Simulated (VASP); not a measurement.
OSZICAR of a VASP run on SnSe₂ (atoms displaced from the space group 164 structure):

**OSZICAR**
```
       N       E                     dE             d eps       ncg     rms          rms(c)
DAV:   1     0.198078136214E+03    0.19808E+03   -0.12597E+04  1905   0.173E+03
DAV:   2     0.100460708960E+02   -0.18803E+03   -0.18455E+03  2062   0.391E+02
DAV:   3    -0.113188377727E+02   -0.21365E+02   -0.20439E+02  2355   0.122E+02
DAV:   4    -0.120328202303E+02   -0.71398E+00   -0.71261E+00  2459   0.231E+01
DAV:   5    -0.120477430942E+02   -0.14923E-01   -0.14917E-01  2838   0.342E+00    0.508E+00
DAV:   6    -0.117978116957E+02    0.24993E+00   -0.60058E-01  2880   0.876E+00    0.329E+00
DAV:   7    -0.117785660458E+02    0.19246E-01   -0.16554E-01  2409   0.294E+00    0.995E-01
DAV:   8    -0.117785127790E+02    0.53267E-04   -0.13031E-02  2419   0.119E+00    0.280E-01
DAV:   9    -0.117790076312E+02   -0.49485E-03   -0.14899E-03  2273   0.318E-01    0.835E-02
DAV:  10    -0.117790144260E+02   -0.67948E-05   -0.12736E-04  2724   0.927E-02    0.327E-02
DAV:  11    -0.117790468361E+02   -0.32410E-04   -0.54488E-05  2133   0.451E-02    0.825E-03
DAV:  12    -0.117790470869E+02   -0.25079E-06   -0.20456E-06  2257   0.128E-02
   1 F= -.11779047E+02 E0= -.11779047E+02  d E =-.506834E-12
```

Q: Which electronic solver shows in the log?

A: It is blocked Davidson (ALGO = Normal, or the opening steps of other solvers). The INCAR had ALGO = Normal.

Q: Can the final energy be trusted as converged?

A: Self-consistency was reached. It stopped with EDIFF = 1E-6, NELM = 100 (PBE GGA, plane waves, VASP's PBE PAW potentials (set 64)).

The compound is SnSe2 in the 1T layered structure. The cell was not relaxed at this level, atoms are displaced from their ideal sites. The run is one of a series of settings (ENCUT = 520 against the base run), some of them coarse on purpose.
